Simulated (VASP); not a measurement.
A convergence study with VASP on Na₂S (antifluorite): one setting is varied, all else stays as given below, so the limit is that of these other settings.

```
Na2S
1.0
    0.00000     3.27000     3.27000
    3.27000     0.00000     3.27000
    3.27000     3.27000     0.00000
Na S
2 1
Direct
  0.25000   0.25000   0.25000
  0.75000   0.75000   0.75000
  0.00000   0.00000   0.00000
```

The numbers are results of PBE GGA, VASP's PBE PAW potentials (set 64) (plane waves; VASP), not measurements. The tightest run used: 550 eV cut-off, 11×11×11 Monkhorst-Pack mesh, Gaussian smearing of 0.050 eV, potentials Na_pv S.

```json
[
 {"setting": "1×1×1 mesh", "E (eV/atom)": "-2.0244", "pressure (GPa)": "5.75", "irreducible k-points": "1"},
 {"setting": "2×2×2 mesh", "E (eV/atom)": "-3.3242", "pressure (GPa)": "0.42", "irreducible k-points": "2"},
 {"setting": "3×3×3 mesh", "E (eV/atom)": "-3.3154", "pressure (GPa)": "0.48", "irreducible k-points": "4"}
]
```

These are the cheaper rows. Estimate the results at 11×11×11 mesh, and how far the last row shown lies from them.

```
quantity        tightest run  last row shown is off by
--------------  ------------  ------------------------
E (eV/atom)          -3.3250                    0.0097
pressure (GPa)          0.40                      0.08
```

Left out are rungs that failed or repeat a setting and relaxations that didn't move; long series are thinned to 24 rows.

The compound is Na2S in the antifluorite structure. The cell was not relaxed at this level.
